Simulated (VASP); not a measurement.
Here is a VASP 6.6.1 calculation.

The input INCAR:

```
SYSTEM = Zn6C
  PREC = Accurate
  ENCUT = 600
  EDIFF = 1E-7
  ISMEAR = -1
  SIGMA = 0.05
  LREAL = .FALSE.
  LASPH = .TRUE.
  NELM = 100
  ALGO = Normal
  ISIF = 3
  LWAVE = .FALSE.
  LCHARG = .FALSE.
  GGA = PE
  IBRION = 2
  NSW = 60
  EDIFFG = -0.01
  PSTRESS = 300
```

KPOINTS

```
regular mesh
0
G
  5 5 5
  0 0 0
```

POSCAR

```
Zn6C
1.0
   -3.1573100000      3.1573100000      3.1573100000
    3.1573100000     -3.1573100000      3.1573100000
    3.1573100000      3.1573100000     -3.1573100000
Zn C
6 1
Direct
    0.0000000000      0.3204500000      0.3204500000
    0.0000000000      0.6795500000      0.6795500000
    0.3204500000      0.0000000000      0.3204500000
    0.6795500000      0.0000000000      0.6795500000
    0.3204500000      0.3204500000      0.0000000000
    0.6795500000      0.6795500000      0.0000000000
    0.0000000000      0.0000000000      0.0000000000
```

Potentials or basis: VASP PAW PBE potentials, release 64 (Zn, C).

Command:

```bash
$ cat potpaw_PBE.64/Zn/POTCAR potpaw_PBE.64/C/POTCAR > POTCAR
$ mpirun -np 1 vasp_std > vasp.out
```

(1) Estimate the relaxed volume.

(2) Predict the space group after relaxing (to 0.05 Å).

## Answers

(1) 13.99 Å³/atom.

(2) Im-3m (No. 229).

Caveat: the cell is relaxed towards a set pressure, so the enthalpy falls and the energy may rise; the volume moved by over 15 % at a fixed basis, so the end points are rough.
